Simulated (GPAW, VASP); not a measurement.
An input for GPAW (LDA (Perdew-Wang 92)+U, GPAW PAW datasets LDA (gpaw-data 1.0.1)):

```
from ase import Atoms
from ase.units import GPa
from gpaw import GPAW

atoms = Atoms(['Rb', 'Rb', 'Zn', 'F', 'F', 'F', 'F'],
              cell=[[-2.061405, 2.061405, 6.841270],
                    [2.061405, -2.061405, 6.841270],
                    [2.061405, 2.061405, -6.841270]],
              scaled_positions=[[0.343519, 0.360525, -0.001818],
                                [0.643293, 0.646253, -0.006607],
                                [-0.001985, -0.004805, -0.002982],
                                [0.154291, 0.148647, 0.006521],
                                [0.852655, 0.846994, -0.003226],
                                [0.506171, -0.000009, 0.503613],
                                [0.002055, 0.502396, 0.504498]],
              pbc=True)

calc = GPAW(mode={'name': 'pw', 'ecut': 900},
            xc='LDA',
            setups={'Zn': ':d,3.0'},
            kpts={'size': (3, 3, 4), 'gamma': True},
            occupations={'name': 'fermi-dirac', 'width': 0.0},
            nbands=-6,
            convergence={'density': 1e-05, 'bands': -4},
            symmetry={'symmorphic': False, 'tolerance': 0.0005},
            maxiter=150,
            txt='-')

atoms.calc = calc

energy = atoms.get_potential_energy()
print('Energy (eV):', round(energy, 6))
forces = atoms.get_forces()
print('Forces (eV/Ang):')
print(forces.round(5))
stress = atoms.get_stress()
print('Stress (GPa, Voigt):', (stress / GPa).round(4))
```

**Question.** Translate it to VASP.

**Answer.** One set of files that does it:

POSCAR:
```
Rb2ZnF4
1
   -2.0614050000     2.0614050000     6.8412700000
    2.0614050000    -2.0614050000     6.8412700000
    2.0614050000     2.0614050000    -6.8412700000
Rb Zn F
2 1 4
Direct
  0.3435190000   0.3605250000  -0.0018180000
  0.6432930000   0.6462530000  -0.0066070000
 -0.0019850000  -0.0048050000  -0.0029820000
  0.1542910000   0.1486470000   0.0065210000
  0.8526550000   0.8469940000  -0.0032260000
  0.5061710000  -0.0000090000   0.5036130000
  0.0020550000   0.5023960000   0.5044980000
```

**INCAR**
```
SYSTEM = Rb2ZnF4
PREC = Accurate
ENCUT = 400
EDIFF = 1E-6
NELM = 100
ALGO = Normal
LREAL = .FALSE.
LASPH = .TRUE.
ISMEAR = 0
SIGMA = 0.01
LMAXMIX = 4
LWAVE = .FALSE.
LCHARG = .FALSE.
ISIF = 2
LDAU = .TRUE.
LDAUTYPE = 2
LDAUL = -1 2 -1
LDAUU = 0 3.0 0
LDAUJ = 0 0 0
```

File KPOINTS:
```
Automatic mesh
0
Gamma
3 3 4
0 0 0
```

POTCAR, in this order: Rb_sv Zn F (LDA.64 set). Program: vasp_std.

The two runs describe the same crystal, functional and task. Each code takes its own potentials, basis and convergence tests.

Fixed occupations appear in VASP as a very narrow Gaussian smearing.

VASP's LDA is the Perdew-Zunger fit; the other code's may be Perdew-Wang, which differs slightly.

The structure comes from a computed database's Rb2ZnF4 entry; how it stands against other phases isn't given here. The cell was not relaxed at this level, atoms are displaced from their ideal sites, and it may have been scaled.
